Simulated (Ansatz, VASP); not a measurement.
# Al5Ga3N8: VASP beside Ansatz, part 2 of 2

One calculation is typed for both programs; each brings its own data sets. How far apart do they land? The cell is taken from a series of runs on this material, whose earlier steps may have relaxed, scaled, displaced or heated it; both programs get it as it stands.

VASP 6.6.1 and Ansatz 0.2.0.

So far: The starting structure; VASP: relaxation of cell and atoms, r2SCAN.

### Step 3. Ansatz: relaxation of cell and atoms, r2SCAN

Level of this step: Ansatz beside VASP: Kohn-Sham DFT, plane waves, r2SCAN (Ansatz).

Ansatz runs on its PAW soft_1 files.

The same cell, functional, mesh and smearing now go to Ansatz.

Contents of input.yaml:

```yaml
crystal:
  lattice:
    - [6.26170783, 0.0, 0.0]
    - [-3.13085391, 5.42279805, 0.0]
    - [0.0, 0.0, 5.09046019]
  atoms:
    - { symbol: Ga, position: [0.83333333, 0.16666667, 0.5] }
    - { symbol: Ga, position: [0.66666667, 0.83333333, 0.0] }
    - { symbol: Ga, position: [0.83333333, 0.66666667, 0.5] }
    - { symbol: Al, position: [0.16666667, 0.33333333, 0.0] }
    - { symbol: Al, position: [0.33333333, 0.16666667, 0.5] }
    - { symbol: Al, position: [0.16666667, 0.83333333, 0.0] }
    - { symbol: Al, position: [0.33333333, 0.66666667, 0.5] }
    - { symbol: Al, position: [0.66666667, 0.33333333, 0.0] }
    - { symbol: "N", position: [0.33333333, 0.16666667, 0.12390721] }
    - { symbol: "N", position: [0.16666667, 0.33333333, 0.62390721] }
    - { symbol: "N", position: [0.33333333, 0.66666667, 0.12390721] }
    - { symbol: "N", position: [0.16666667, 0.83333333, 0.62390721] }
    - { symbol: "N", position: [0.83333333, 0.16666667, 0.12390721] }
    - { symbol: "N", position: [0.66666667, 0.33333333, 0.62390721] }
    - { symbol: "N", position: [0.83333333, 0.66666667, 0.12390721] }
    - { symbol: "N", position: [0.66666667, 0.83333333, 0.62390721] }
kpoints:
  mp_grid: { grid: [5, 5, 5] }
scf:
  occupations: { method: fermi_dirac, width: 0.02 }
hamiltonian:
  xc: r2scan
  pseudopotentials: { kind: paw, azcp: { folder: soft_1 } }
basis:
  ecutwfc: 600
output:
  forces: true
  stress: true
relax:
  f_tol: 0.005
  max_steps: 70
  cell: { stress_tol: 0.02, p_target: 0 }
```

Launch:

```console
$ ansatz run input.yaml --threads 4 --pin off --max-ram 10240MiB --backend cpu --events-out ev --progress --plain --runs-dir out
```

Numbers of over 12 decimals in the logs are rounded to 6 here.

What it wrote:

```text
Engine: ansatz 0.2.0, aarch64-unknown-linux-gnu
Pseudopotentials: kind: paw
Pseudopotential: Ga, paw, valence charge 13, recommended cutoff 500 eV (meta_gga), soft_1/Ga.paw.azcp
Pseudopotential: Al, paw, valence charge 3, recommended cutoff 500 eV (meta_gga), soft_1/Al.paw.azcp
Pseudopotential: N, paw, valence charge 5, recommended cutoff 500 eV (meta_gga), soft_1/N.paw.azcp
Functional definition: r2SCAN
  parameter k0 = 0.174
  parameter k1 = 0.065
  parameter a1 = 4.9479
  exchange = r2scan_x(k0 = k0, k1 = k1, a1 = a1)
  correlation = r2scan_c
Crystal: 16 atoms, lattice volume = 172.852 Å³
Basis set: ecut = 600 eV, 5769 PW (Γ), exchange–correlation on 216×216×180 points (64 copies of the dense FFT grid, shifted against one another)
Bands: 63, of which v1, the nominal top of the filled ones, is band 47 counted from 1 (46 counted from 0)
Symmetry: 2 space group operations
Space group: Cm (ITA 8), of the structure as read, at distance tolerance 5.6e-5 Å
k-points: 39 of 125 (time reversal used)
Non-local potential: Ga, projectors of the file, l = 0: 2, l = 1: 2, l = 2: 3, l = 3: 1
Non-local potential: Al, projectors of the file, l = 0: 2, l = 1: 2, l = 2: 1
Non-local potential: N, projectors of the file, l = 0: 2, l = 1: 2, l = 2: 1
PAW form: soft (Blöchl's): semilocal exchange-correlation on the pseudo side does not see the compensation charge
PAW frozen core: Ga, regenerated for the run's functional (the file was generated under x = pbe(κ = 0.804, μ = 0.219515), c = pbe(β = 0.066725))
PAW frozen core: Al, regenerated for the run's functional (the file was generated under x = pbe(κ = 0.804, μ = 0.219515), c = pbe(β = 0.066725))
PAW frozen core: N, regenerated for the run's functional (the file was generated under x = pbe(κ = 0.804, μ = 0.219515), c = pbe(β = 0.066725))
PAW one-centre angular grid: Ga, 590 points (default); XC on 160 Gauss nodes
PAW one-centre angular grid: Al, 302 points (default); XC on 160 Gauss nodes
PAW one-centre angular grid: N, 302 points (default); XC on 160 Gauss nodes
Initial density: superposition of atomic densities (chi_scale 0.1, normalization cell, long waves kept (reshape's long-wave potential 0.15 eV rms))
Initial wavefunctions: pseudopotential atomic-orbital guess
Functional: x = r2scan, c = r2scan; τ floored in thin density (d = 2e-4 eV/Å³)
SCF iter   1: F=—  HF=-17177.833385 eV  |F-HF|=—  |Δ(HF+E_count)|=         —  Δρ=1.30e-1  dr2=2.96e1  dr2_τ=3.33e0  ethr=3.10e-3  ⟨swp⟩=6.0  Hψ=9420  notcnv=0  defer=126
preconditioner: auto → Resta (q_TF=auto, 2.465 Å⁻¹)  ε∞=3.5  [insulator: Δε(μ)=4.529 eV  Ē_g=17.292 eV  σ=0.020 eV  W_gap=1.00  n_scr=44 (ndim 8)  ℏωp=27.4 eV  f_vac=0.000  D(μ)=0.00/eV (n_scr^D=0)  ε∞_Penn≈3.5]
SCF iter   2: F=—  HF=-17170.843696 eV  |F-HF|=—  |Δ(HF+E_count)|=    6.99e0  Δρ=5.09e-2  dr2=2.95e0  dr2_τ=5.39e-1  ethr=3.10e-3  ⟨swp⟩=3.0  Hψ=5196  notcnv=0  defer=366
SCF iter   3: F=—  HF=-17171.338160 eV  |F-HF|=—  |Δ(HF+E_count)|=   4.94e-1  Δρ=2.19e-2  dr2=6.04e-1  dr2_τ=3.33e-2  ethr=3.10e-3  ⟨swp⟩=3.0  Hψ=3233  notcnv=0  defer=54
automatic band count: iteration 3 solves 55 bands in place of 63: the levels show a gap, and the empty bands left out lie too high to hold charge; the band table lists the bands solved (type scf.n_extra_bands for more)
SCF iter   4: F=—  HF=-17171.338954 eV  |F-HF|=—  |Δ(HF+E_count)|=   7.93e-4  Δρ=3.89e-3  dr2=1.18e-2  dr2_τ=8.77e-4  ethr=6.43e-4  ⟨swp⟩=3.4  Hψ=4207  notcnv=0  defer=54
SCF iter   5: F=—  HF=-17171.343989 eV  |F-HF|=—  |Δ(HF+E_count)|=   5.03e-3  Δρ=1.06e-3  dr2=1.93e-3  dr2_τ=1.94e-4  ethr=1.25e-5  ⟨swp⟩=2.6  Hψ=4184  notcnv=0  defer=54
SCF iter   6: F=—  HF=-17171.343218 eV  |F-HF|=—  |Δ(HF+E_count)|=   7.70e-4  Δρ=3.76e-4  dr2=3.03e-4  dr2_τ=1.83e-5  ethr=2.05e-6  ⟨swp⟩=2.0  Hψ=4151  notcnv=0  defer=54
SCF iter   7: F=—  HF=-17171.343178 eV  |F-HF|=—  |Δ(HF+E_count)|=   4.04e-5  Δρ=8.92e-5  dr2=9.08e-6  dr2_τ=6.38e-7  ethr=3.22e-7  ⟨swp⟩=2.2  Hψ=3794  notcnv=0  defer=54
SCF iter   8: F=—  HF=-17171.343147 eV  |F-HF|=—  |Δ(HF+E_count)|=   3.07e-5  Δρ=4.37e-5  dr2=3.01e-6  dr2_τ=4.12e-7  ethr=9.66e-9  ⟨swp⟩=2.0  Hψ=3975  notcnv=0  defer=54
SCF iter   9: F=—  HF=-17171.343146 eV  |F-HF|=—  |Δ(HF+E_count)|=   1.21e-6  Δρ=1.02e-5  dr2=2.29e-7  dr2_τ=7.77e-9  ethr=3.20e-9  ⟨swp⟩=2.0  Hψ=3923  notcnv=0  defer=54
SCF iter  10: F=-17171.343146 eV  HF=-17171.343146 eV  |F-HF|=6.75e-9  |Δ(HF+E_count)|=   4.63e-8  Δρ=2.76e-6  dr2=1.09e-8  dr2_τ=5.06e-10  ethr=1.06e-10  ⟨swp⟩=4.0  Hψ=7515  notcnv=0
SCF 1 converged in 10 iterations: F = -17171.343146 eV  dr2 = 1.09e-8
  greatest PAW one-centre occupation: 0.994 electrons in one spin orbital (limit 2), on the Ga atom at site 1 (counted from 0), in its partial waves of l = 2
[...]
SCF iter   1: F=—  HF=-17171.550739 eV  |F-HF|=—  |Δ(HF+E_count)|=         —  Δρ=3.76e-4  dr2=2.71e-4  dr2_τ=9.35e-4  ethr=2.62e-7  ⟨swp⟩=2.9  Hψ=9452  notcnv=0
automatic band count: iteration 1 solves 54 bands in place of 63: the levels show a gap, and the empty bands left out lie too high to hold charge; the band table lists the bands solved (type scf.n_extra_bands for more)
preconditioner: auto → Resta (q_TF=auto, 2.466 Å⁻¹)  ε∞=4.5  [insulator: Δε(μ)=3.805 eV  Ē_g=14.693 eV  σ=0.020 eV  W_gap=1.00  n_scr=44 (ndim 8)  ℏωp=27.4 eV  f_vac=0.000  D(μ)=0.00/eV (n_scr^D=0)  ε∞_Penn≈4.5]
SCF iter   2: F=—  HF=-17171.550753 eV  |F-HF|=—  |Δ(HF+E_count)|=   1.41e-5  Δρ=2.06e-4  dr2=8.30e-5  dr2_τ=1.54e-6  ethr=2.62e-7  ⟨swp⟩=2.0  Hψ=3005  notcnv=0
SCF iter   3: F=—  HF=-17171.550736 eV  |F-HF|=—  |Δ(HF+E_count)|=   1.74e-5  Δρ=4.60e-5  dr2=3.38e-6  dr2_τ=6.72e-7  ethr=8.83e-8  ⟨swp⟩=2.0  Hψ=3227  notcnv=0
SCF iter   4: F=—  HF=-17171.550736 eV  |F-HF|=—  |Δ(HF+E_count)|=   5.98e-7  Δρ=2.08e-5  dr2=5.18e-7  dr2_τ=4.49e-8  ethr=3.60e-9  ⟨swp⟩=2.0  Hψ=3847  notcnv=0
SCF iter   5: F=-17171.550736 eV  HF=-17171.550736 eV  |F-HF|=8.95e-8  |Δ(HF+E_count)|=   1.39e-7  Δρ=7.17e-6  dr2=8.50e-8  dr2_τ=7.96e-9  ethr=2.77e-10  ⟨swp⟩=4.0  Hψ=7758  notcnv=0
SCF 4 converged in 5 iterations: F = -17171.550736 eV  dr2 = 8.50e-8
relax step   4: F+E_penalty+E_count = -17171.55073633 eV  Δ(F+E_penalty+E_count) = -6.854e-4 eV  max|allowed force component| = 2.352e-2 eV/Å  Δτ_max = 0.0043 Å  P = -0.019 GPa  Ω = 172.253 Å³  energy of the carried Pulay correction = +1.550e-4 eV  (5 SCF iters, dr2 threshold 2.60e-7 eV, accepted)
[...]
relax step   5: F+E_penalty+E_count = -17171.55081588 eV  Δ(F+E_penalty+E_count) = -7.954e-5 eV  max|allowed force component| = 1.522e-3 eV/Å  Δτ_max = 0.0015 Å  P = +0.005 GPa  Ω = 172.232 Å³  energy of the carried Pulay correction = +1.602e-4 eV  (5 SCF iters, dr2 threshold 3.46e-8 eV, accepted)
[...]
relax step   6: F+E_penalty+E_count = -17171.55065821 eV  Δ(F+E_penalty+E_count) = +1.577e-4 eV  max|allowed force component| = 1.559e-3 eV/Å  Δτ_max = 0.0000 Å  P = +0.004 GPa  Ω = 172.232 Å³  stress off target by 1.21e-2 GPa  SCF on the basis re-selected at this cell (its energy is not comparable with the rows above)  (5 SCF iters)
basis re-selected at this cell: Δ(F+E_penalty+E_count) = +1.577e-4 eV, ΔP = -0.001 GPa vs the last step (what re-selecting the basis moved, of the pressure what is left beyond the Pulay correction that the steps carried, after the strain that the cell walked since its last selection, with what the two solves' SCF thresholds leave and, on support functions, any second-order correction that the steps lacked; it is no m [...]
SCF converged after 5 iterations
Free energy (F): -17171.550658 eV
Harris-Foulkes:  -17171.550658 eV  (|F-HF|=7.28e-12)
Internal energy: -17171.550658 eV  (E = F + TS)
E sigma→0 (E₀):  -17171.550658 eV
Fermi energy:    9.814849 eV
--- Per-component energies (eV) ---
  E_band       = -19.129975
  E_kinetic    = 1510.871063
  E_local      = -6708.150065  (includes V_loc(G=0)·N_el)
  E_nonlocal   = 59.433311
  E_hartree    = 3777.977317
  E_xc         = -829.223060
  E_vxc        = -1009.758578  (∫ρ·V_xc dr)
  E_paw        = -9450.425871  (= ΣΔE_a)
  E_vpaw       = -1481.826330  (= ΣTr[D̂ρ^β])
  E_aug_tail   = 0.000099  (compensation charges beyond the density's cutoff)
  E_vtau       = 54.346008  (kinetic-family band-sum trace: ∫τ·v_τ [+ j·A + Jᵃ·Aᵃ] dr)
  E_ewald      = -5529.537197
  E_core_change = -2.496255  (= ΣΔE_core)
  E_smearing   = -0.000000  (= −TS)
  E_closure    = 0.000000  (closes the sum)
  Σ components = -17171.550658   (vs F -17171.550658, Δ=0.00e0)
--- Forces (eV/Å), atoms counted from 1 ---
  atom   1  Ga     0.00005370    -0.00013166     0.00054980
  atom   2  Ga     0.00058682     0.00033880     0.00023707
  atom   3  Ga    -0.00008717     0.00011233     0.00054980
  atom   4  Al     0.00001215    -0.00023167     0.00016106
  atom   5  Al    -0.00035251    -0.00020352    -0.00153201
  atom   6  Al    -0.00019456     0.00012636     0.00016106
  atom   7  Al    -0.00001095    -0.00000632    -0.00126276
  atom   8  Al     0.00016262     0.00009389     0.00024340
  atom   9  N     -0.00035704    -0.00020614     0.00126760
  atom  10  N      0.00041677     0.00030108     0.00112332
  atom  11  N     -0.00060899    -0.00035160     0.00081213
  atom  12  N      0.00046913     0.00021039     0.00112332
  atom  13  N     -0.00050548    -0.00045416    -0.00113910
  atom  14  N      0.00052406     0.00030257     0.00042520
  atom  15  N     -0.00064606    -0.00021068    -0.00113910
  atom  16  N      0.00051818     0.00029917    -0.00155763
  max |Σ_I F_I| component: 2.32e-5 eV/Å
--- Stress (GPa, compression-positive) ---
        0.000201      -0.000372      -0.001819
       -0.000372       0.000631      -0.001050
       -0.001815      -0.001048       0.011741
  P = ⅓ Tr σ = 0.0042 GPa (0.042 kbar)
--- Relaxed structure (5 steps of the walk, 5 accepted, 1 SCFs on fresh bases) ---
  F+E_penalty+E_count = -17171.55065821 eV   max|allowed force component| = 1.559e-3 eV/Å   (the final SCF, on the basis selected at the relaxed cell)
  cell:  # Å, volume = 172.2325 Å³
    - [6.267581, 0.000251551, 0.00182755]
    - [-3.133573, 5.427507, -1.734723475976807e-18]
    - [0.00148571, 0.000857775, 5.062961]
  atoms:
    - { symbol: Ga, position: [0.834809, 0.168762, 0.500854] }
    - { symbol: Ga, position: [0.664877, 0.832438, 0.0010387] }
    - { symbol: Ga, position: [0.834809, 0.666047, 0.500854] }
    - { symbol: Al, position: [0.168557, 0.333941, 0.00217023] }
    - { symbol: Al, position: [0.332852, 0.166426, 0.502024] }
    - { symbol: Al, position: [0.168557, 0.834617, 0.00217023] }
    - { symbol: Al, position: [0.331046, 0.665523, 0.501564] }
    - { symbol: Al, position: [0.664466, 0.332233, 0.00182913] }
    - { symbol: N, position: [0.332860, 0.166430, 0.124850] }
    - { symbol: N, position: [0.174504, 0.336960, 0.626268] }
    - { symbol: N, position: [0.325125, 0.662562, 0.126841] }
    - { symbol: N, position: [0.174504, 0.837544, 0.626268] }
    - { symbol: N, position: [0.837284, 0.174112, 0.114991] }
    - { symbol: N, position: [0.658847, 0.329424, 0.628217] }
    - { symbol: N, position: [0.837284, 0.663173, 0.114991] }
    - { symbol: N, position: [0.659617, 0.829809, 0.616327] }
```

### Step 4. Differences

Known differences besides the potentials themselves: VASP keeps PBE cores, Ansatz makes them for the functional; the cutoff is 600 eV in Ansatz and 660 eV in VASP; Ansatz adds a Pulay correction to the stress that steers its cell, VASP none. Total energies have different zeros and are not compared.

The two programs side by side:

| quantity | Ansatz | VASP | difference |
| --- | --- | --- | --- |
| volume (Å³) | 172.23 | 172.41 | -0.11 % |
| edge a after relaxation, in the typed setting (Å) | 6.268 | 6.271 | -0.05 % |
| edge b after relaxation, in the typed setting (Å) | 6.267 | 6.269 | -0.03 % |
| edge c after relaxation, in the typed setting (Å) | 5.063 | 5.064 | -0.02 % |

### Step 5. Outcome

| Quantity | Value |
| --- | --- |
| difference in volume (relaxation of cell and atoms, r2SCAN) | -0.11 % |

**Reading.** The difference in volume is -0.11 % (relaxation of cell and atoms, r2SCAN), within the 1.2 % picked in this series as the mark of a large difference, as far as the stopping tolerances let one tell. How closely two codes agree says nothing of how well the functional describes the real material.

[Lines on the potential files, build, host, timing and source positions are cut from VASP's logs without a mark.]

[Logs are printed without paths, hosts, clocks, repeated set-up lines and the standing remarks that a program may print on its own settings, such as how far it seeks lower states.]

[Hosts, paths, dates, database ids (printed as entryN), source tags and the programs' standing remarks are cut or masked in the printed files.]
